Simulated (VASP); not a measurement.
Data:

```yaml
crystal:
  lattice:
    - [-1.60528, 1.60528, 2.47393]
    - [1.60528, -1.60528, 2.47393]
    - [1.60528, 1.60528, -2.47393]
  atoms:
    - { symbol: In, position: [0.00000, 0.00000, 0.00000] }
```

Computed with PBEsol GGA with spin-orbit coupling, VASP's PBE PAW potentials (set 64) (plane waves; VASP). Settings: 400 eV cut-off, 14×14×14 Γ-centred mesh, Gaussian smearing of 0.050 eV, potentials In_d.

Question: Give the energies of bands 11 to 18 at the high-symmetry points, in eV from the Fermi level.

Answer: 
| band | Γ | X | P | N | M | S | R |
|---|---|---|---|---|---|---|---|
| 11 | -9.77 | -2.04 | -1.14 | -4.35 | -3.08 | -2.56 | -1.67 |
| 12 | -9.77 | -2.04 | -1.14 | -4.35 | -3.08 | -2.56 | -1.67 |
| 13 | 10.17 | -1.55 | -0.27 | -3.53 | -2.89 | -1.38 | -0.33 |
| 14 | 10.17 | -1.55 | -0.27 | -3.53 | -2.89 | -1.38 | -0.33 |
| 15 | 11.01 | 3.39 | 0.03 | 7.43 | 4.68 | -0.60 | 0.07 |
| 16 | 11.01 | 3.39 | 0.03 | 7.43 | 4.68 | -0.60 | 0.07 |
| 17 | 11.16 | 4.01 | 1.76 | 9.46 | 5.07 | 6.36 | 1.30 |
| 18 | 11.16 | 4.01 | 1.76 | 9.46 | 5.07 | 6.36 | 1.30 |

It has no gap at this level: it comes out as a metal or semimetal.

The compound is In in the bct structure. It was relaxed first.
